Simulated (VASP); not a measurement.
All values below come from PW91 GGA, VASP's PBE PAW potentials (set 64) (plane waves; VASP).

The input files of a VASP run:

KPOINTS:
```
Automatic mesh
0
Gamma
13 13 13
0 0 0
```

POSCAR:
```
Pb
1
    0.0000000000     2.4625189128     2.4625189128
    2.4625189128     0.0000000000     2.4625189128
    2.4625189128     2.4625189128     0.0000000000
Pb
1
Direct
  0.0000000000   0.0000000000   0.0000000000
```

INCAR:
```
ALGO = Normal
EDIFF = 1E-7
ENCUT = 520
GGA = 91
ISIF = 2
ISMEAR = 1
LASPH = T
LCHARG = F
LMAXMIX = 4
LREAL = F
LWAVE = F
NELM = 100
PREC = Accurate
SIGMA = 0.1
SYSTEM = Pb
```

POTCAR, in this order: Pb_d (PBE.64 set). Program: vasp_std.

Unless said otherwise, spin-orbit coupling is left out, though it shifts the bands of the heavy elements here.

### Question
What does the run give for the energy per atom (σ→0), pressure, band gap (on the k-mesh)?

### Answer

| Quantity | Value |
|---|---|
| energy per atom (σ→0) | -3.576 eV/atom |
| band gap (on the k-mesh) | none (metal, semimetal or under 0.01 eV) |
| pressure | 3.18 GPa |

**OSZICAR**
```
...
DAV:   5    -0.360404154678E+01   -0.43852E-02   -0.43851E-02  2349   0.246E+00    0.785E-01
DAV:   6    -0.358055248136E+01    0.23489E-01   -0.39667E-02  2232   0.410E+00    0.326E-01
DAV:   7    -0.357611516428E+01    0.44373E-02   -0.14116E-02  2220   0.230E+00    0.966E-02
DAV:   8    -0.357591760532E+01    0.19756E-03   -0.47466E-04  2609   0.402E-01    0.113E-02
DAV:   9    -0.357591189018E+01    0.57151E-05   -0.12251E-05  2293   0.715E-02    0.541E-03
DAV:  10    -0.357591018163E+01    0.17085E-05   -0.77219E-07  2021   0.108E-02    0.194E-04
DAV:  11    -0.357591018224E+01   -0.60299E-09   -0.17326E-08  1269   0.181E-03
   1 F= -.35759102E+01 E0= -.35759888E+01  d E =0.235855E-03
```

The compound is Pb in the fcc structure. This cell is one point of a volume scan, at 0.94 of the reference volume.
